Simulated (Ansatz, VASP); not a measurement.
**Ge (Germanium): VASP beside Ansatz**

One calculation is typed for both programs; each brings its own data sets. How far apart do they land? The cell is taken from a series of runs on this material, whose earlier steps may have relaxed, scaled, displaced or heated it; both programs get it as it stands.

Program: Ansatz 0.2.0. Level of theory: plane waves, with VASP 6.6.1 beside it; zone-centre phonons at PBEsol. Results are calculated unless marked as measured.

**1. Set-up**

It takes space group Imma (No. 74, orthorhombic). Conventional cell: a = 4.010 Å, b = 4.134 Å, c = 5.612 Å, α = 90.00°, β = 90.00°, γ = 90.00°. Nearest to Ge lie 4 Ge at 2.46 to 2.49 Å.

As a file:

```xyz
2
Lattice="0.0437 2.8793 2.8060 2.8793 0.0437 2.8060 2.9230 2.9230 0.0000" Properties=species:S:1:pos:R:3 pbc="T T T"
Ge    2.9230    2.9230    2.8177
Ge    4.3845    4.3845    4.1974
```

**2. VASP: zone-centre phonons, PBEsol**

Second derivatives magnify differences that forces hide, and they need a tight electronic threshold.

Lines of VASP's logs that name or quote its potential files are left out, and so is its time.

The input, INCAR:

```
SYSTEM = Ge
PREC = Accurate
ENCUT = 500
EDIFF = 1E-08
NELM = 120
ISMEAR = 1
SIGMA = 0.2
LREAL = .FALSE.
ALGO = Normal
GGA = PS
NBANDS = 20
LORBIT = 11
LWAVE = .FALSE.
LCHARG = .FALSE.
ISIF = 2
IBRION = 8
LASPH = .TRUE.
GGA_COMPAT = .FALSE.
KPAR = 2
```

The input, POSCAR:

```
Ge
1.0
    0.0436863617      2.8793125019      2.8060155377
    2.8793125019      0.0436863617      2.8060155377
    2.9229988635      2.9229988635     -0.0000000002
Ge
2
Direct
    0.5020766694      0.5020766694      0.4979233306
    0.7479233306      0.7479233306      0.7520766694
```

The input, KPOINTS:

```
Automatic mesh
0
Gamma
16 16 16
0 0 0
```

Potentials, in the order of the species: Ge_d (PBE family, release 64).

The run is started by

```sh
mpirun -np 2 vasp_std
```

Numbers of over 12 decimals in the logs are rounded to 6 here.

What it wrote:

```text
[banner, memory and clock lines left out]
running    2 mpi-ranks, on    1 nodes
 distrk:  each k-point on    1 cores,    2 groups
 distr:  one band on    1 cores,    1 groups

 POSCAR found type information on POSCAR Ge
 POSCAR found :  1 types and       2 ions
|                                                                             |
|               ----> ADVICE to this user running VASP <----                  |
|                                                                             |
|     You enforced a specific xc type in the INCAR file but a different       |
|     [... a line on the potential file left out ...]
|     I HOPE YOU KNOW WHAT YOU ARE DOING!                                     |
|                                                                             |

 LDA part: xc-table for (Slater+PW92), standard interpolation
 POSCAR, INCAR and KPOINTS ok, starting setup
 FFT: planning ... GRIDC
 FFT: planning ... GRID_SOFT
 FFT: planning ... GRID
 WAVECAR not read
 entering main loop
       N       E                     dE             d eps       ncg     rms          rms(c)
DAV:   1     0.183822057030E+03    0.18382E+03   -0.14658E+04 26628   0.370E+03
DAV:   2     0.160221657490E+02   -0.16780E+03   -0.16328E+03 24888   0.589E+02
DAV:   3    -0.917104056617E+01   -0.25193E+02   -0.25011E+02 28000   0.145E+02
DAV:   4    -0.998703865983E+01   -0.81600E+00   -0.81538E+00 28116   0.308E+01
DAV:   6    -0.990460006563E+01    0.96057E-01   -0.35809E-02 33148   0.241E+00    0.179E+00
DAV:   7    -0.985878100999E+01    0.45819E-01   -0.58535E-02 26112   0.252E+00    0.154E-01
DAV:   8    -0.985973220495E+01   -0.95119E-03   -0.69634E-03 28276   0.120E+00    0.528E-02
DAV:   9    -0.985984475925E+01   -0.11255E-03   -0.25175E-04 28300   0.218E-01    0.115E-02
DAV:  10    -0.985985871895E+01   -0.13960E-04   -0.22107E-05 31272   0.407E-02    0.537E-03
DAV:  11    -0.985985967949E+01   -0.96054E-06   -0.42601E-06 32868   0.269E-02    0.141E-03
DAV:  12    -0.985985953898E+01    0.14052E-06   -0.68955E-07 33048   0.145E-02    0.679E-04
DAV:  13    -0.985985957444E+01   -0.35468E-07   -0.60633E-08 32132   0.342E-03    0.188E-04
DAV:  14    -0.985985955856E+01    0.15888E-07   -0.76164E-09 17516   0.173E-03    0.632E-05
DAV:  15    -0.985985954800E+01    0.10556E-07   -0.15522E-09 14652   0.383E-04    0.214E-05
DAV:  16    -0.985985954852E+01   -0.52296E-09   -0.19982E-10 13992   0.202E-04
   1 F= -.98598595E+01 E0= -.98599279E+01  d E =0.204938E-03
 Linear response reoptimize wavefunctions to high precision
DAV:   1    -0.985985954865E+01   -0.13006E-09   -0.50906E-11 14388   0.106E-04
DAV:   2    -0.985985954864E+01    0.15461E-10   -0.12766E-11 13696   0.504E-05
 Linear response DOF=           2
 Linear response progress:
  Degree of freedom:   1/  2
       N       E                     dE             d eps       ncg     rms          rms(c)
RMM:   1    -0.186926798036E+00   -0.18693E+00    0.81918E+00100796   0.445E+01
RMM:   2    -0.194058673544E+00   -0.71319E-02   -0.12548E-02132320   0.105E+00    0.726E-02
RMM:   3    -0.194080452566E+00   -0.21779E-04   -0.92196E-04140567   0.314E-01    0.420E-02
RMM:   4    -0.193980488964E+00    0.99964E-04   -0.56747E-05149942   0.789E-02    0.444E-03
RMM:   5    -0.193980859450E+00   -0.37049E-06   -0.38801E-06144776   0.176E-02    0.231E-03
RMM:   6    -0.193986353842E+00   -0.54944E-05   -0.34271E-07146678   0.487E-03    0.291E-04
RMM:   7    -0.193985344608E+00    0.10092E-05   -0.69957E-07151373   0.155E-03    0.177E-04
RMM:   8    -0.193984123257E+00    0.12214E-05   -0.15421E-07153226   0.569E-04    0.393E-05
RMM:   9    -0.193984073339E+00    0.49919E-07   -0.16580E-07157087   0.236E-04    0.193E-05
RMM:  10    -0.193984237749E+00   -0.16441E-06   -0.54169E-08156746   0.101E-04    0.631E-06
RMM:  11    -0.193984274050E+00   -0.36300E-07   -0.40358E-08157739   0.501E-05    0.301E-06
RMM:  12    -0.193984295088E+00   -0.21038E-07   -0.11610E-08151025   0.279E-05    0.194E-06
RMM:  13    -0.193984313358E+00   -0.18271E-07   -0.11641E-08138339   0.184E-05    0.306E-07
RMM:  14    -0.193984314523E+00   -0.11646E-08   -0.29023E-09107303   0.133E-05    0.142E-07
 first order change of Fermi-energy   0.21485E-04
 force on displaced ion       1 direction 1 : -10.154   0.280   0.000
 Linear response progress:
  Degree of freedom:   2/  2
       N       E                     dE             d eps       ncg     rms          rms(c)
RMM:   1    -0.186669976059E+00   -0.18667E+00    0.83227E+00 30298   0.448E+01
RMM:   2    -0.193833697297E+00   -0.71637E-02   -0.13031E-02 40469   0.106E+00    0.706E-02
RMM:   3    -0.193836998639E+00   -0.33013E-05   -0.87818E-04 42545   0.304E-01    0.408E-02
RMM:   4    -0.193729967134E+00    0.10703E-03   -0.60044E-05 45490   0.788E-02    0.466E-03
RMM:   5    -0.193730323522E+00   -0.35639E-06   -0.28774E-06 43703   0.174E-02    0.223E-03
RMM:   6    -0.193736218931E+00   -0.58954E-05   -0.30178E-07 44536   0.495E-03    0.361E-04
RMM:   7    -0.193735642269E+00    0.57666E-06   -0.53212E-08 45586   0.149E-03    0.189E-04
RMM:   8    -0.193734836822E+00    0.80545E-06   -0.14156E-08 46346   0.534E-04    0.437E-05
RMM:   9    -0.193734712928E+00    0.12389E-06    0.35465E-09 42184   0.229E-04    0.177E-05
RMM:  10    -0.193734840169E+00   -0.12724E-06   -0.62332E-09 45812   0.102E-04    0.606E-06
RMM:  11    -0.193734866990E+00   -0.26821E-07   -0.10206E-08 46946   0.482E-05    0.323E-06
RMM:  12    -0.193734904795E+00   -0.37805E-07   -0.10291E-08 47053   0.269E-05    0.988E-07
RMM:  13    -0.193734905511E+00   -0.71606E-09   -0.65680E-10 33823   0.176E-05    0.518E-07
 first order change of Fermi-energy   0.87649E+00
 force on displaced ion       1 direction 3 :  -0.000  -0.000 -10.272
 Linear response finished
```

From OUTCAR (step 2):

```text
ion  position               nearest neighbor table
   1  0.502  0.502  0.498-   2 2.46   2 2.46   2 2.49   2 2.49
   2  0.748  0.748  0.752-   1 2.46   1 2.46   1 2.49   1 2.49

  LATTYP: Found a body centered orthorhombic cell.
 ALAT       =     4.0101809453
 B/A-ratio  =     1.0308124975
 C/A-ratio  =     1.3994458485

 Subroutine GETGRP returns: Found  8 space group operations
 (whereof  4 operations were pure point group operations)

The static configuration has the point symmetry C_2v.
 The point group associated with its full space group is D_2h.

 Found    621 irreducible k-points:

   k-points           NKPTS =    621   k-points in BZ     NKDIM =    621   number of bands    NBANDS=     20

   dimension x,y,z NGX =    30 NGY =   30 NGZ =   30
   dimension x,y,z NGXF=    60 NGYF=   60 NGZF=   60

   ENCUT  =  500.0 eV  36.75 Ry    6.06 a.u.   7.33  7.33  7.54*2*pi/ulx,y,z

   NELECT =      28.0000    total number of electrons

 k-points in reciprocal lattice and weights: Automatic mesh
   0.00000000  0.00000000  0.00000000       0.000
   0.06250000 -0.00000000  0.00000000       0.001
   0.12500000 -0.00000000  0.00000000       0.001
   0.18750000 -0.00000000 -0.00000000       0.001
   0.25000000 -0.00000000  0.00000000       0.001
   0.31250000 -0.00000000  0.00000000       0.001
   0.37500000 -0.00000000 -0.00000000       0.001
   0.43750000 -0.00000000  0.00000000       0.001
   0.50000000 -0.00000000  0.00000000       0.000
[...]
0.25000000  0.25000000  0.50000000       0.000
  -0.25000000  0.25000000  0.50000000       0.000

 average (electrostatic) potential at core
       1 -74.3996       2 -74.3996

  Total       -0.5162926     -0.5162926     -0.0367201     -0.4779270      0.0000000      0.0000000
  in kB      -17.7831538    -17.7831538     -1.2647858    -16.4616930      0.0000000      0.0000000
  external PRESSURE =     -12.2770311 kB  Pullay stress =       0.0000000 kB

  energy-cutoff  :      500.00
  volume of cell :       46.52
      direct lattice vectors                 reciprocal lattice vectors
     0.043686362  2.879312502  2.806015538    -0.176327899  0.176327899  0.178188607
     2.879312502  0.043686362  2.806015538     0.176327899 -0.176327899  0.178188607
     2.922998864  2.922998864 -0.000000000     0.171057200  0.171057200 -0.178188607

 POSITION                                       TOTAL-FORCE (eV/Angst)
 -----------------------------------------------------------------------------------
      2.92300      2.92300      2.81767        -0.000000     -0.000000     -0.001359
      4.38450      4.38450      4.19737         0.000000      0.000000      0.001359
 -----------------------------------------------------------------------------------
    total drift:                               -0.000000     -0.000000     -0.000000

 Eigenvectors and eigenvalues of the dynamical matrix
 ----------------------------------------------------

   1 f  =    8.381063 THz    52.659769 2PiTHz  279.562153 cm-1    34.661274 meV
             X         Y         Z           dx          dy          dz
      2.922999  2.922999  2.817670     0.500000   -0.500000    0.000000
      4.384498  4.384498  4.197369    -0.500000    0.500000   -0.000000

   2 f  =    8.315725 THz    52.249240 2PiTHz  277.382724 cm-1    34.391059 meV
             X         Y         Z           dx          dy          dz
      2.922999  2.922999  2.817670     0.000000    0.000000   -0.707107
      4.384498  4.384498  4.197369    -0.000000   -0.000000    0.707107

   3 f  =    8.153046 THz    51.227100 2PiTHz  271.956349 cm-1    33.718275 meV
             X         Y         Z           dx          dy          dz
      2.922999  2.922999  2.817670    -0.500000   -0.500000   -0.000000
      4.384498  4.384498  4.197369     0.500000    0.500000    0.000000

   4 f  =    0.000000 THz     0.000000 2PiTHz    0.000002 cm-1     0.000000 meV
             X         Y         Z           dx          dy          dz
      2.922999  2.922999  2.817670    -0.363577   -0.599084   -0.094396
      4.384498  4.384498  4.197369    -0.363577   -0.599084   -0.094396

   5 f/i=    0.000000 THz     0.000000 2PiTHz    0.000000 cm-1     0.000000 meV
             X         Y         Z           dx          dy          dz
      2.922999  2.922999  2.817670     0.068018    0.069086   -0.700429
      4.384498  4.384498  4.197369     0.068018    0.069086   -0.700429

   6 f/i=    0.000000 THz     0.000000 2PiTHz    0.000003 cm-1     0.000000 meV
             X         Y         Z           dx          dy          dz
      2.922999  2.922999  2.817670     0.602649   -0.369223    0.022105
      4.384498  4.384498  4.197369     0.602649   -0.369223    0.022105

 ELASTIC MODULI CONTR FROM IONIC RELAXATION (kBar)
 Direction    XX          YY          ZZ          XY          YZ          ZX
 --------------------------------------------------------------------------------
 XX          -0.4939     -0.4939     -0.8847      9.7671      0.0000     -0.0000
 YY          -0.4939     -0.4939     -0.8847      9.7671     -0.0000      0.0000
 ZZ          -0.8847     -0.8847     -1.5846     17.4945      0.0000      0.0000
 XY           9.7671      9.7671     17.4945   -193.1423      0.0000      0.0000
 YZ           0.0000     -0.0000      0.0000      0.0000   -192.0396     34.3427
 ZX          -0.0000      0.0000      0.0000      0.0000     34.3427   -173.7698
 --------------------------------------------------------------------------------
```

**3. Ansatz: zone-centre phonons, PBEsol**

Ansatz runs on its PAW soft_1 files.

The same cell, functional, mesh and smearing now go to Ansatz, which takes its cutoff from its data sets.

The input, input.yaml:

```yaml
crystal:
  lattice:
    - [0.0436863617, 2.8793125019, 2.8060155377]
    - [2.8793125019, 0.0436863617, 2.8060155377]
    - [2.9229988635, 2.9229988635, -2.0e-10]
  atoms:
    - { symbol: Ge, position: [0.5020766694, 0.5020766694, 0.4979233306] }
    - { symbol: Ge, position: [0.7479233306, 0.7479233306, 0.7520766694] }
kpoints:
  mp_grid: { grid: [16, 16, 16] }
hamiltonian:
  xc: pbesol
  pseudopotentials: { kind: paw, azcp: { folder: soft_1 }, xc_functional: pbe }
scf:
  occupations: { method: methfessel_paxton, width: 0.2 }
output:
  eigenvalues: true
phonons:
  method: dfpt
```

The run is started by

```sh
ansatz run input.yaml --threads 4 --pin off --max-ram 10240MiB --backend cpu --events-out ev --progress --plain --runs-dir out
```

What it wrote:

```text
zone centre: on kpoints.mp_grid the ground state, and the responses unless they are solved on pairs of k-points, stand on 1098 of the mesh's 4096 k-points, reduced under 2 symmetry operations, with k and −k counted as one. Each operation leaves every solved displacement unchanged or reverses it
Engine: ansatz 0.2.0, aarch64-unknown-linux-gnu
Pseudopotentials: kind: paw
Pseudopotential: Ge, paw, valence charge 14, recommended cutoff 420 eV (normal), soft_1/Ge.paw.azcp
Functional definition: PBEsol
  exchange = pbesol_x
  correlation = pbesol_c
Crystal: 2 atoms, lattice volume = 46.515 Å³
Basis set: ecut = 420 eV, 917 PW (Γ), exchange–correlation on 64×64×64 points (8 copies of the dense FFT grid, shifted against one another)
Bands: 18, of which v1, the nominal top of the filled ones, is band 14 counted from 1 (13 counted from 0)
Symmetry: 8 space group operations
k-points: 1098 of 4096 (irreducible under 2 space group operations, time reversal used)
Non-local potential: Ge, projectors of the file, l = 0: 2, l = 1: 2, l = 2: 3, l = 3: 1
PAW form: soft (Blöchl's): semilocal exchange-correlation on the pseudo side does not see the compensation charge
PAW frozen core: Ge, regenerated for the run's functional, and the local potential with it (the file was generated under x = pbe(κ = 0.804, μ = 0.219515), c = pbe(β = 0.066725))
PAW one-centre angular grid: Ge, 590 points (default); XC on 64 Gauss nodes
Initial density: superposition of atomic densities (chi_scale 0.1, normalization cell)
Initial wavefunctions: pseudopotential atomic-orbital guess
Functional: x = pbesol(κ = 0.804, μ = 0.123457), c = pbesol(β = 0.046)
SCF iter   1: F=—  HF=-8507.060559 eV  |F-HF|=—  |Δ(HF+E_count)|=         —  Δρ=3.40e-2  dr2=4.30e-1  ethr=3.10e-3  ⟨swp⟩=5.1  Hψ=88265  notcnv=0
preconditioner: auto → Kerker (q_TF=auto, 2.507 Å⁻¹)  [metal: Δε(μ)=0.026 eV  Ē_g=23.163 eV  σ=0.200 eV  W_gap=0.11  n_scr=14 (ndim 8)  ℏωp=28.8 eV  f_vac=0.000  D(μ)=0.06/eV (n_scr^D=0)]
SCF iter   2: F=—  HF=-8507.034400 eV  |F-HF|=—  |Δ(HF+E_count)|=   2.62e-2  S|Δr|=    0.00e0  Δρ=2.22e-2  dr2=2.14e-1  ethr=1.54e-3  ⟨swp⟩=1.0  Hψ=28548  notcnv=0
SCF iter   3: F=—  HF=-8506.992357 eV  |F-HF|=—  |Δ(HF+E_count)|=   4.20e-2  S|Δr|=    0.00e0  Δρ=3.71e-3  dr2=1.17e-2  ethr=7.66e-4  ⟨swp⟩=1.1  Hψ=19880  notcnv=0
SCF iter   4: F=—  HF=-8506.991893 eV  |F-HF|=—  |Δ(HF+E_count)|=   4.64e-4  S|Δr|=    0.00e0  Δρ=2.54e-3  dr2=4.35e-3  ethr=4.18e-5  ⟨swp⟩=2.0  Hψ=34114  notcnv=0
SCF iter   5: F=—  HF=-8506.992730 eV  |F-HF|=—  |Δ(HF+E_count)|=   8.37e-4  S|Δr|=    0.00e0  Δρ=5.90e-4  dr2=2.07e-4  ethr=1.55e-5  ⟨swp⟩=2.0  Hψ=35139  notcnv=0
SCF iter   6: F=—  HF=-8506.992896 eV  |F-HF|=—  |Δ(HF+E_count)|=   1.66e-4  S|Δr|=    0.00e0  Δρ=1.16e-4  dr2=5.19e-6  ethr=7.40e-7  ⟨swp⟩=2.0  Hψ=35177  notcnv=0
SCF iter   7: F=—  HF=-8506.992912 eV  |F-HF|=—  |Δ(HF+E_count)|=   1.55e-5  S|Δr|=    0.00e0  Δρ=2.42e-5  dr2=2.19e-7  ethr=1.85e-8  ⟨swp⟩=2.0  Hψ=35180  notcnv=0
SCF iter   8: F=—  HF=-8506.992912 eV  |F-HF|=—  |Δ(HF+E_count)|=   6.77e-7  S|Δr|=    0.00e0  Δρ=4.90e-6  dr2=1.50e-8  ethr=7.82e-10  ⟨swp⟩=2.0  Hψ=35178  notcnv=0
SCF iter   9: F=—  HF=-8506.992912 eV  |F-HF|=—  |Δ(HF+E_count)|=   2.10e-8  S|Δr|=    0.00e0  Δρ=1.84e-6  dr2=2.83e-9  ethr=5.35e-11  ⟨swp⟩=2.0  Hψ=24182  notcnv=0
SCF iter  10: F=—  HF=-8506.992912 eV  |F-HF|=—  |Δ(HF+E_count)|=   1.27e-9  S|Δr|=    0.00e0  Δρ=4.55e-7  dr2=1.51e-10  ethr=1.01e-11  ⟨swp⟩=2.0  Hψ=24151  notcnv=0
SCF iter  11: F=-8506.992912 eV  HF=-8506.992912 eV  |F-HF|=5.46e-12  |Δ(HF+E_count)|=  1.51e-10  S|Δr|=    0.00e0  Δρ=1.50e-7  dr2=7.03e-12  ethr=1.00e-12  ⟨swp⟩=4.0  Hψ=90619  notcnv=0
SCF 1 converged in 11 iterations: F = -8506.992912 eV  dr2 = 7.03e-12
  greatest PAW one-centre occupation: 0.998 electrons in one spin orbital (limit 2), on the Ge atom at site 1 (counted from 0), in its partial waves of l = 2
DFPT response loops at Γ: preconditioner auto → Kerker (q_TF=auto, 2.507 Å⁻¹) (partly filled bands, converged f_vac=0.065); β = 1.00, the filter's whole step (`scf.mixing.beta` (0.50) is not read by the response loops under this deck's `scf.mixing.preconditioner`; to damp them name `kerker` or `kerker_dos`, under which they read `scf.mixing.beta`, and type it under 1.00, their step now; both keys bind the ground state too); Broyden in place of MSR1
SCF converged after 11 iterations
Stability not checked: this state was not tested for a lower state beside it, because cold or Methfessel-Paxton smearing, or corrected tetrahedra, fill the levels in a way that the test cannot read (fill_not_monotonic; see scf.lower_state_search)
Free energy (F): -8506.992912 eV
Harris-Foulkes:  -8506.992912 eV  (|F-HF|=5.46e-12)
Internal energy: -8506.993122 eV  (E = F + TS)
E sigma→0 (E₀):  -8506.992965 eV
Entropy (-TS):   0.000209 eV (0.105 meV/atom)
Fermi energy:    8.052482 eV
--- Per-component energies (eV) ---
  E_band       = -312.260441
  E_kinetic    = 185.109189
  E_local      = -4541.981251  (includes V_loc(G=0)·N_el)
  E_nonlocal   = 438.425063
  E_hartree    = 2159.450163
  E_xc         = -141.914760
  E_vxc        = -129.952962  (∫ρ·V_xc dr)
  E_paw        = -3944.465022  (= ΣΔE_a)
  E_vpaw       = -582.760819  (= ΣTr[D̂ρ^β])
  E_aug_tail   = 0.000035  (compensation charges beyond the density's cutoff)
  E_ewald      = -2663.452415
  E_core_change = 1.835876  (= ΣΔE_core)
  E_smearing   = 0.000209  (= −TS)
  E_closure    = 0.000000  (closes the sum)
  Σ components = -8506.992912   (vs F -8506.992912, Δ=0.00e0)
--- Band table (eV; the first three rows and the last of 1098) ---
  k-point 0: bands = [... 10 lower, -4.5306, 7.7634, 7.8829, 8.1141, 8.1753, 10.4785, 10.5279, 10.7617]
  k-point 1: bands = [... 10 lower, -4.4851, 6.7333, 7.9957, 8.0192, 8.7247, 10.6038, 10.7038, 10.8810]
  k-point 2: bands = [... 10 lower, -4.3494, 5.5507, 7.7854, 7.7875, 9.0037, 10.8688, 11.1683, 11.3998]
  k-point 1097: bands = [... 10 lower, -0.7408, -0.5850, 4.7817, 5.1270, 8.3982, 8.8565, 17.2315, 17.4301]
--- Phonons (Γ-DFPT): 2 representative perturbations + reference, on 1098 of 4096 k-points (Σ response iterations 6) ---
  k mesh reduced under 2 symmetry operations, with k and −k counted as one. Each operation leaves every solved displacement unchanged or reverses it
  ASR residual: 1.025e-5 → 0.000e0 eV/Å²; symmetrization residual: 6.570e-9 eV/Å²
  ASR residual per site (eV/Å²): 1.03e-5 1.03e-5
  Γ frequencies (cm⁻¹): 0.00 0.00 0.00 272.89 277.65 278.66
  non-analytic LO–TO correction: not included (Born effective charges unavailable; polar crystals: no LO–TO splitting at Γ)
```

Reading the cycles: dr2 is the Hartree energy of the density residual (eV), the measure of convergence; HF is the Harris–Foulkes estimate of the energy, which meets the free energy F at convergence.

**4. Comparison**

Known differences besides the potentials themselves: the cutoff is 420 eV in Ansatz and 500 eV in VASP; Ansatz makes its cores anew for this functional, VASP keeps those of its PBE data sets. Total energies have different zeros and are not compared.

The two programs side by side:

```tsv
quantity	Ansatz	VASP	difference
optical mode 1 (cm⁻¹)	272.9	272.0	+0.34 %
optical mode 2 (cm⁻¹)	277.6	277.4	+0.10 %
optical mode 3 (cm⁻¹)	278.7	279.6	-0.32 %
```

Modes are paired by rising frequency, not by their patterns, so a pair may set unlike modes beside each other; they are those without the splitting of longitudinal modes.

**5. Outcome**

| Property | Result |
| --- | --- |
| r.m.s. difference of the optical zone-centre modes, each program's sorted by frequency (zone-centre phonons, PBEsol) | 0.77 cm⁻¹ |

The r.m.s. difference of the optical zone-centre modes, each program's sorted by frequency is 0.77 cm⁻¹ (zone-centre phonons, PBEsol). Such differences can come from data sets, numerical settings and the points named under the comparisons, not from the functional's error against experiment.

[Lines on the potential files, build, host, timing and source positions are cut from VASP's logs without a mark.]

[Logs are printed without paths, hosts, clocks, repeated set-up lines and the standing remarks that a program may print on its own settings, such as how far it seeks lower states.]

[Hosts, paths, dates, database ids (printed as entryN), source tags and the programs' standing remarks are cut or masked in the printed files.]
